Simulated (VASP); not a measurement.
Output of a VASP run:

OSZICAR:
```
       N       E                     dE             d eps       ncg     rms          rms(c)
DAV:   1     0.541129714468E+02    0.54113E+02   -0.70326E+03   624   0.109E+03
DAV:   2    -0.397230962074E+02   -0.93836E+02   -0.89829E+02   854   0.179E+02
DAV:   3    -0.464198765637E+02   -0.66968E+01   -0.66558E+01   729   0.550E+01
DAV:   4    -0.464911763133E+02   -0.71300E-01   -0.71180E-01   754   0.642E+00
DAV:   5    -0.464917441903E+02   -0.56788E-03   -0.56786E-03   794   0.580E-01    0.696E+00
DAV:   6    -0.438243719908E+02    0.26674E+01   -0.35111E-01   634   0.574E+00    0.488E+00
DAV:   7    -0.413472991244E+02    0.24771E+01   -0.14128E+00   654   0.797E+00    0.180E+00
DAV:   8    -0.425790472861E+02   -0.12317E+01   -0.35321E-01   624   0.499E+00    0.585E-01
DAV:   9    -0.427970579541E+02   -0.21801E+00   -0.20180E-01   624   0.373E+00    0.315E-01
DAV:  10    -0.429214835095E+02   -0.12443E+00   -0.99974E-02   634   0.331E+00    0.117E-01
DAV:  11    -0.429240773132E+02   -0.25938E-02   -0.13621E-03   769   0.379E-01    0.711E-02
DAV:  12    -0.429255775823E+02   -0.15003E-02   -0.97512E-04   639   0.335E-01    0.213E-02
DAV:  13    -0.429254899085E+02    0.87674E-04   -0.38134E-04   654   0.240E-01    0.158E-02
DAV:  14    -0.429256960525E+02   -0.20614E-03   -0.28514E-05   679   0.627E-02    0.118E-02
DAV:  15    -0.429258366175E+02   -0.14057E-03   -0.38243E-05   654   0.659E-02    0.680E-03
DAV:  16    -0.429258878103E+02   -0.51193E-04   -0.34002E-05   654   0.720E-02    0.210E-03
DAV:  17    -0.429258887157E+02   -0.90533E-06   -0.35208E-06   734   0.203E-02    0.989E-04
DAV:  18    -0.429258906011E+02   -0.18855E-05   -0.11563E-06   649   0.129E-02    0.835E-04
DAV:  19    -0.429258906109E+02   -0.98295E-08   -0.24993E-07   512   0.572E-03
   1 F= -.42925891E+02 E0= -.42925891E+02  d E =-.237358E-17
```

### OUTCAR
```
------------------------ aborting loop because EDIFF is reached ----------------------------------------
  FORCE on cell =-STRESS in cart. coord.  units (eV):
  Direction    XX          YY          ZZ          XY          YZ          ZX
  --------------------------------------------------------------------------------------
  Total       -0.0020676     -0.0020676      0.0321140      0.0000000      0.0000000      0.0000000
  in kB       -0.0378639     -0.0378639      0.5880997      0.0000000      0.0000000      0.0000000
  external PRESSURE =       0.1707907 kB  Pullay stress =       0.0000000 kB
  volume of cell :       87.49
      direct lattice vectors                 reciprocal lattice vectors
     2.250673368 -3.898280610  0.000000000     0.222155737 -0.128261675  0.000000000
     2.250673368  3.898280610  0.000000000     0.222155737  0.128261675  0.000000000
     0.000000000  0.000000000  4.985839782     0.000000000  0.000000000  0.200568017
 POSITION                                       TOTAL-FORCE (eV/Angst)
 -----------------------------------------------------------------------------------
      0.48963      0.84806      3.32389         0.000147      0.000254      0.000000
      3.52210      0.00000      0.00000        -0.000294      0.000000      0.000000
      0.48963     -0.84806      1.66194         0.000147     -0.000254     -0.000000
 -----------------------------------------------------------------------------------
    total drift:                               -0.000198     -0.000447      0.000007
  FREE ENERGIE OF THE ION-ELECTRON SYSTEM (eV)
  ---------------------------------------------------
  free  energy   TOTEN  =       -42.9258906109 eV

  energy  without entropy=      -42.9258906109  energy(sigma->0) =      -42.92589061
```
(Selected blocks of OUTCAR.)

File POSCAR:
```
Se
1
    2.2506733684    -3.8982806100     0.0000000000
    2.2506733684     3.8982806100     0.0000000000
    0.0000000000     0.0000000000     4.9858397816
Se
3
Direct
  0.0000000000   0.2175462911   0.6666670000
  0.7824537089   0.7824537089   0.0000000000
  0.2175462911   0.0000000000   0.3333330000
```

**Question.** Reconstruct the remaining input files.

**Answer.** This is not unique; one that fits is the input of the run itself, r2SCAN meta-GGA, plane waves, VASP's PBE PAW potentials (set 64).

### KPOINTS
```
K-points
0
G
 6 6 4
0 0 0
```

INCAR:
```
SYSTEM=Se
PREC=Accurate; ENCUT=480; LREAL=F
LASPH=T
EDIFF=1E-7; NELM=100; ALGO=Normal
LMAXMIX=4; LMIXTAU=T
ISMEAR=0; SIGMA=0.05
METAGGA=R2SCAN
ISIF=2
LWAVE=F; LCHARG=F
```

POTCAR, in this order: Se (PBE.64 set). Program: vasp_std.

The compound is Se in the trig structure. It was relaxed first, which changed the volume by +7 %.
